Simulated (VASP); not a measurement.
Here is the system:

```yaml
crystal:
  lattice:
    - [1.59500, -2.76262, 0.00000]
    - [1.59500, 2.76262, 0.00000]
    - [0.00000, 0.00000, 5.19000]
  atoms:
    - { symbol: Ga, position: [0.66667, 0.33333, 0.50000] }
    - { symbol: Ga, position: [0.33333, 0.66667, 0.00000] }
    - { symbol: N, position: [0.66667, 0.33333, 0.87700] }
    - { symbol: N, position: [0.33333, 0.66667, 0.37700] }
```

All values below come from LDA (Ceperley-Alder, Perdew-Zunger), VASP's LDA PAW potentials (set 64) (plane waves; VASP). Numerical set-up: 400 eV cut-off, 10×10×5 Γ-centred mesh, Fermi-Dirac smearing of 0.050 eV, potentials Ga_d N.

Give the energies of bands 13 to 21 at the high-symmetry points, in eV from the valence-band maximum.

```
band      Γ      M      K      A      L      H
----  -----  -----  -----  -----  -----  -----
13    -7.12  -6.52  -5.40  -3.84  -6.67  -6.24
14    -1.05  -5.34  -5.40  -3.84  -6.67  -6.24
15    -1.05  -4.24  -5.34  -0.54  -1.96  -4.24
16    -0.03  -2.77  -3.01  -0.54  -1.96  -4.24
17     0.00  -2.23  -3.01  -0.54  -1.90  -1.48
18     0.00  -1.01  -2.75  -0.54  -1.90  -1.48
19     1.91   4.89   5.02   4.18   4.29   6.30
20     4.13   5.47   7.67   4.18   4.29   6.30
21     9.05   5.92   7.67   8.30   7.60   7.19
```

The gap is direct, 1.91 eV, from the valence maximum at Γ to the conduction minimum at Γ.

The structure is a typed GaN crystal (P6_3mc). The cell was not relaxed at this level.
